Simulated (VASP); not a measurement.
Set up this calculation in VASP 6.6.1, as the native input.

* Task: relaxation of cell and atoms
* Functional: r2SCAN
* Dispersion: rVV10
* Potentials or basis: VASP PAW PBE potentials, release 64 (Ni)
* Cutoff: 600 eV
* k mesh: 20 × 20 × 20
* Occupations: methfessel-paxton, width 0.1 eV
* Spin: collinear spin, ferromagnetic start
* Starting moments: [0.7] μB
* Further INCAR settings: ALGO = Normal; EDIFF = 1e-06; IBRION = 2; EDIFFG = -0.005; NSW = 40; ISIF = 3

The structure of Ni lies in POSCAR:

```
Ni
1.0
    0.0000000000      1.7350000000      1.7350000000
    1.7350000000      0.0000000000      1.7350000000
    1.7350000000      1.7350000000      0.0000000000
Ni
1
Direct
    0.0000000000      0.0000000000      0.0000000000
```

The cell was built by a generator and needn't be a form met in nature.

The input as run:

INCAR

```
SYSTEM = Ni
PREC     = Accurate       ! precision mode
ENCUT    = 600            ! plane-wave cutoff, eV
EDIFF    = 1E-6           ! SCF threshold, eV
ISMEAR   = 1              ! smearing method
SIGMA    = 0.1            ! smearing width, eV
LREAL    = .False.        ! projectors in reciprocal space
LASPH    = .True.         ! aspherical terms in the spheres
NELM     = 120            ! most SCF steps
ALGO     = Normal         ! electronic algorithm
ISIF     = 3              ! what is computed and relaxed
LWAVE    = .False.        ! write WAVECAR
LCHARG   = .False.        ! write CHGCAR
ISPIN    = 2              ! spin polarisation
MAGMOM   = 0.7            ! initial moments
LORBIT   = 11             ! projections on sites
LMAXMIX  = 4              ! l up to which the mixer works
METAGGA  = R2SCAN         ! meta-GGA
LMIXTAU  = .True.       
LUSE_VDW = .True.       
IVDW_NL  = 2            
BPARAM   = 11.95        
CPARAM   = 0.0093       
IBRION   = 2              ! ionic algorithm
NSW      = 40             ! ionic steps
EDIFFG   = -0.005         ! ionic threshold
```

KPOINTS

```
regular mesh
0
Gamma
  20 20 20
  0 0 0
```

Potentials or basis: VASP PAW PBE potentials, release 64 (Ni).

Command:

```console
$ cat potpaw_PBE.64/Ni/POTCAR > POTCAR
$ mpirun -np 1 vasp_std > vasp.out
```

It gave:

The relaxed volume is 10.43 Å³/atom. The relaxed cell is a = 2.453 Å, b = 2.453 Å, c = 2.453 Å, α = 60.00°, β = 60.00°, γ = 60.00°, the space group after relaxing (to 0.05 Å) is Fm-3m (No. 225) and the energy gained by relaxing is 0.0 meV/atom. The ionic steps are 3. The pressure after relaxing is 0.0 GPa. The band gap on the k mesh is none (metal or under the smearing width) and the net moment is 0.73 μB per cell. The site moments are Ni +0.75 μB and the valence electrons inside the program's atomic spheres are Ni 9.42.

Caveat: the PAW data sets were made with another functional, which shifts forces and pressure a little.

Wall time 7.2 min on 1 thread of Intel(R) Xeon(R) Platinum 8488C (Sapphire Rapids), on a shared host, peak memory 0.23 GiB.
